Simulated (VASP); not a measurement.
A convergence study with VASP on AlN (wurtzite): one setting is varied, all else stays as given below, so the limit is that of these other settings.

```yaml
crystal:
  lattice:
    - [1.55500, -2.69334, 0.00000]
    - [1.55500, 2.69334, 0.00000]
    - [0.00000, 0.00000, 4.98000]
  atoms:
    - { symbol: Al, position: [0.66667, 0.33333, 0.50000] }
    - { symbol: Al, position: [0.33333, 0.66667, 0.00000] }
    - { symbol: N, position: [0.66667, 0.33333, 0.88200] }
    - { symbol: N, position: [0.33333, 0.66667, 0.38200] }
```

Method: PBE GGA, VASP's PBE PAW potentials (set 64) (plane waves; VASP). The tightest run used: 700 eV cut-off, 17×17×9 Γ-centred mesh, tetrahedra with Blöchl corrections, potentials Al N.

```csv
setting,E (eV/atom),pressure (GPa),irreducible k-points
3×3×2 mesh,-7.3988,3.81,6
4×4×2 mesh,-7.4370,3.70,8
5×5×3 mesh,-7.4430,3.75,10
```

Question: These are the cheaper rows. Estimate the results at 17×17×9 mesh, and how far the last row shown lies from them.

Answer: 
```
quantity        tightest run  last row shown is off by
--------------  ------------  ------------------------
E (eV/atom)          -7.4449                    0.0020
pressure (GPa)          3.76                     -0.01
```

Left out are rungs that failed or repeat a setting and relaxations that didn't move; long series are thinned to 24 rows.

The compound is AlN in the wurtzite structure. The cell was not relaxed at this level.
